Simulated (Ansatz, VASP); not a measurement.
## One calculation of B3C, two programs

```xyz
4
Lattice="2.5706 0.0000 0.0000 -1.2853 2.2262 0.0000 0.0000 0.0000 4.6419" Properties=species:S:1:pos:R:3 pbc="T T T"
B     0.0000    0.0000    0.0000
B     1.2853    0.7421    3.1770
B     1.2853    0.7421    1.4649
C     0.0000    0.0000    2.3210
```

Change from the starting cell: species swapped into the Co3Ir type (P-6m2, No. 187).

Alike in both runs: task single point; functional PBE; k mesh 6 × 6 × 4; occupations gaussian, width 0.1 eV; collinear spin.

|  | VASP | Ansatz |
| --- | --- | --- |
| version | VASP 6.6.1 | Ansatz 0.2.0 |
| potentials or method | VASP PAW PBE potentials, release 64 (B, C) | scalar-relativistic, plane waves, PAW |
| plane-wave cutoff (eV) | 520 | 420 |
| valence electrons in the cell | 13 | 13 |

|  | VASP | Ansatz | Ansatz less VASP |
| --- | --- | --- | --- |
| gap on the k mesh at the Fermi level (eV) | none | none | - |
| pressure (GPa) | 0.1 | 0.0 | -0.04 |
| largest component of the traceless stress (GPa) | 0.17 | 0.13 | -0.037 |
| rms of the force components (eV/Å) | 0.003 | 0.002 | -0.0016 |
| net moment per atom (μB) | 0.00 | 0.00 | 0.000 |

Atom by atom the forces differ by 0.005 eV/Å (rms over components). A gap of «none» marks a metal or a gap that the smearing closes. Ansatz warned: «seeded_moment_not_kept».

Caveats: the k mesh is coarse (spacing up to 0.47 Å⁻¹), so the values aren't converged.
